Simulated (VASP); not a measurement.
Given:

```yaml
crystal:
  lattice:
    - [0.00000, 7.77241, 7.77241]
    - [7.77241, 0.00000, 7.77241]
    - [7.77241, 7.77241, 0.00000]
  atoms:
    - { symbol: Be, position: [0.00000, 0.00000, 0.00000] }
    - { symbol: Be, position: [0.00000, 0.00000, 0.33333] }
    - { symbol: Be, position: [0.00000, 0.00000, 0.66667] }
    - { symbol: Be, position: [0.00000, 0.33333, 0.00000] }
    - { symbol: Be, position: [0.00000, 0.33333, 0.33333] }
    - { symbol: Be, position: [0.00000, 0.33333, 0.66667] }
    - { symbol: Be, position: [0.00000, 0.66667, 0.00000] }
    - { symbol: Be, position: [0.00000, 0.66667, 0.33333] }
    - { symbol: Be, position: [0.00000, 0.66667, 0.66667] }
    - { symbol: Be, position: [0.33333, 0.00000, 0.00000] }
    - { symbol: Be, position: [0.33333, 0.00000, 0.33333] }
    - { symbol: Be, position: [0.33333, 0.00000, 0.66667] }
    - { symbol: Be, position: [0.33333, 0.33333, 0.00000] }
    - { symbol: Be, position: [0.33333, 0.33333, 0.33333] }
    - { symbol: Be, position: [0.33333, 0.33333, 0.66667] }
    - { symbol: Be, position: [0.33333, 0.66667, 0.00000] }
    - { symbol: Be, position: [0.33333, 0.66667, 0.33333] }
    - { symbol: Be, position: [0.33333, 0.66667, 0.66667] }
    - { symbol: Be, position: [0.66667, 0.00000, 0.00000] }
    - { symbol: Be, position: [0.66667, 0.00000, 0.33333] }
    - { symbol: Be, position: [0.66667, 0.00000, 0.66667] }
    - { symbol: Be, position: [0.66667, 0.33333, 0.00000] }
    - { symbol: Be, position: [0.66667, 0.33333, 0.33333] }
    - { symbol: Be, position: [0.66667, 0.33333, 0.66667] }
    - { symbol: Be, position: [0.66667, 0.66667, 0.00000] }
    - { symbol: Be, position: [0.66667, 0.66667, 0.33333] }
    - { symbol: Be, position: [0.66667, 0.66667, 0.66667] }
    - { symbol: Se, position: [0.08333, 0.08333, 0.08333] }
    - { symbol: Se, position: [0.08333, 0.08333, 0.41667] }
    - { symbol: Se, position: [0.08333, 0.08333, 0.75000] }
    - { symbol: Se, position: [0.08333, 0.41667, 0.08333] }
    - { symbol: Se, position: [0.08333, 0.41667, 0.41667] }
    - { symbol: Se, position: [0.08333, 0.41667, 0.75000] }
    - { symbol: Se, position: [0.08333, 0.75000, 0.08333] }
    - { symbol: Se, position: [0.08333, 0.75000, 0.41667] }
    - { symbol: Se, position: [0.08333, 0.75000, 0.75000] }
    - { symbol: Se, position: [0.41667, 0.08333, 0.08333] }
    - { symbol: Se, position: [0.41667, 0.08333, 0.41667] }
    - { symbol: Se, position: [0.41667, 0.08333, 0.75000] }
    - { symbol: Se, position: [0.41667, 0.41667, 0.08333] }
    - { symbol: Se, position: [0.41667, 0.41667, 0.41667] }
    - { symbol: Se, position: [0.41667, 0.41667, 0.75000] }
    - { symbol: Se, position: [0.41667, 0.75000, 0.08333] }
    - { symbol: Se, position: [0.41667, 0.75000, 0.41667] }
    - { symbol: Se, position: [0.41667, 0.75000, 0.75000] }
    - { symbol: Se, position: [0.75000, 0.08333, 0.08333] }
    - { symbol: Se, position: [0.75000, 0.08333, 0.41667] }
    - { symbol: Se, position: [0.75000, 0.08333, 0.75000] }
    - { symbol: Se, position: [0.75000, 0.41667, 0.08333] }
    - { symbol: Se, position: [0.75000, 0.41667, 0.41667] }
    - { symbol: Se, position: [0.75000, 0.41667, 0.75000] }
    - { symbol: Se, position: [0.75000, 0.75000, 0.08333] }
    - { symbol: Se, position: [0.75000, 0.75000, 0.41667] }
    - { symbol: Se, position: [0.75000, 0.75000, 0.75000] }
```

Method: PBE GGA, VASP's PBE PAW potentials (set 64) (plane waves; VASP 6.6.1). Settings: PREC = Normal, LREAL = Auto, 400 eV cut-off, 1×1×1 Γ-centred mesh, Gaussian smearing of 0.050 eV, potentials Be Se.

The supercell is sampled at Γ alone, which is coarse: total energies, pressure and levels can be off, energies of defects by several tenths of an eV.

**Question.** Estimate the energy per atom (σ→0), pressure.

**Answer.** 
```json
{
  "energy per atom (σ→0)": "-4.289 eV/atom",
  "pressure": "1.97 GPa"
}
```

Total energies compare only between runs with the same potentials, cut-off and functional.

The cell is a supercell, built from a database entry that may be metastable or hypothetical.
